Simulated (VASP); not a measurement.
Calculation: PBE GGA, VASP's PBE PAW potentials (set 64) (plane waves; VASP 6.6.1).

VASP ran on this input.

### INCAR
```
# general
SYSTEM  = Sb
PREC    = Accurate
ENCUT   = 400   # plane-wave cut-off (eV)
LREAL   = F   # projection in real space or not
LASPH   = T   # aspherical one-centre terms

# electronic loop
EDIFF   = 1E-6
NELM    = 100
ALGO    = Normal   # blocked Davidson
LMAXMIX = 4   # l cut-off of mixed one-centre charges

# smearing
ISMEAR  = 1   # Methfessel-Paxton
SIGMA   = 0.1   # width (eV)

# functional
GGA     = PE   # PBE

# ions
IBRION  = 2   # conjugate gradients
NSW     = 60
ISIF    = 3   # ions, shape and volume
EDIFFG  = -0.01   # ionic stop

# output
LWAVE   = F
LCHARG  = F
```

KPOINTS:
```
Automatic
0
Gamma
  9 9 9
0 0 0
```

### POSCAR
```
Sb
1.0
  3.9573420000  -2.1550000000   0.0000000000
  3.9573420000   2.1550000000   0.0000000000
  2.7838200000   0.0000000000   3.5432930000
Sb
2
Direct
  0.2335000000   0.2335000000   0.2335000000
  0.7665000000   0.7665000000   0.7665000000
```

POTCAR, in this order: Sb (PBE.64 set). Program: vasp_std.

Question: What will the output report for the number of irreducible k-points (NKPTS), number of bands (NBANDS), largest plane-wave count, number of space-group operations, FFT grid (NGX, NGY, NGZ)?

Answer: 
```
Quantity                                       Value
--------------------------------------  ------------
number of irreducible k-points (NKPTS)            85
number of bands (NBANDS)                           9
largest plane-wave count                        1108
number of space-group operations                  12
FFT grid (NGX, NGY, NGZ)                30 × 30 × 30
```

The compound is Sb in the a7 structure. This run relaxes it. Symmetry was kept, so distortions that lower it aren't found.
